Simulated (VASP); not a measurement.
Method: PBEsol GGA, VASP's PBE PAW potentials (set 64) (plane waves; VASP).

Input for VASP

### KPOINTS
```
Regular mesh
0
G
  14 14 14
0 0 0
```

### POSCAR
```
Ag
1
    0.0000000000     2.0227325839     2.0227325839
    2.0227325839     0.0000000000     2.0227325839
    2.0227325839     2.0227325839    -0.0000000000
Ag
1
Direct
  1.0000000000   1.0000000000   1.0000000000
```

INCAR:
```
ALGO = Normal
EDIFF = 1E-7
ENCUT = 480
GGA = PS
ISIF = 2
ISMEAR = 1
LASPH = .TRUE.
LCHARG = .FALSE.
LMAXMIX = 4
LREAL = .FALSE.
LWAVE = .FALSE.
NELM = 100
PREC = Accurate
SIGMA = 0.1
SYSTEM = Ag
```

POTCAR, in this order: Ag (PBE.64 set). Program: vasp_std.

What VASP printed:

**OSZICAR**
```
       N       E                     dE             d eps       ncg     rms          rms(c)
DAV:   1     0.404450255013E+02    0.40445E+02   -0.55029E+03  1968   0.104E+03
DAV:   2    -0.329435918226E+01   -0.43739E+02   -0.41250E+02  1921   0.197E+02
DAV:   3    -0.366864650439E+01   -0.37429E+00   -0.37415E+00  2278   0.219E+01
DAV:   4    -0.366945114371E+01   -0.80464E-03   -0.80463E-03  2058   0.919E-01
DAV:   5    -0.366945669652E+01   -0.55528E-05   -0.55524E-05  2114   0.666E-02    0.600E+00
DAV:   6    -0.332480080503E+01    0.34466E+00   -0.16370E+00  1906   0.139E+01    0.355E+00
DAV:   7    -0.331317679448E+01    0.11624E-01   -0.15419E-02  1987   0.132E+00    0.198E+00
DAV:   8    -0.330885833497E+01    0.43185E-02   -0.76361E-04  1919   0.249E-01    0.918E-02
DAV:   9    -0.330886578445E+01   -0.74495E-05   -0.98282E-06  2193   0.300E-02    0.117E-02
DAV:  10    -0.330886928290E+01   -0.34985E-05   -0.20781E-06  2028   0.157E-02    0.623E-03
DAV:  11    -0.330886903118E+01    0.25173E-06   -0.77336E-08  1276   0.305E-03    0.281E-04
DAV:  12    -0.330886900120E+01    0.29972E-07   -0.46487E-09   965   0.759E-04
   1 F= -.33088690E+01 E0= -.33089510E+01  d E =0.245999E-03
```

**OUTCAR**
```
------------------------ aborting loop because EDIFF is reached ----------------------------------------
  FORCE on cell =-STRESS in cart. coord.  units (eV):
  Direction    XX          YY          ZZ          XY          YZ          ZX
  --------------------------------------------------------------------------------------
  Total        0.0524317      0.0524317      0.0524317     -0.0000000     -0.0000000      0.0000000
  in kB        5.0752676      5.0752676      5.0752676     -0.0000000     -0.0000000      0.0000000
  external PRESSURE =       5.0752676 kB  Pullay stress =       0.0000000 kB
  volume of cell :       16.55
      direct lattice vectors                 reciprocal lattice vectors
     0.000000000  2.022732584  2.022732584    -0.247190362  0.247190362  0.247190362
     2.022732584  0.000000000  2.022732584     0.247190362 -0.247190362  0.247190362
     2.022732584  2.022732584  0.000000000     0.247190362  0.247190362 -0.247190362
 POSITION                                       TOTAL-FORCE (eV/Angst)
 -----------------------------------------------------------------------------------
      0.00000      0.00000      0.00000         0.000000      0.000000      0.000000
 -----------------------------------------------------------------------------------
    total drift:                               -0.000000     -0.000000     -0.000000
  FREE ENERGIE OF THE ION-ELECTRON SYSTEM (eV)
  ---------------------------------------------------
  free  energy   TOTEN  =        -3.3088690012 eV

  energy  without entropy=       -3.3091149997  energy(sigma->0) =       -3.30895100
```
(Selected blocks of OUTCAR.)

The compound is Ag in the fcc structure. It was relaxed first.
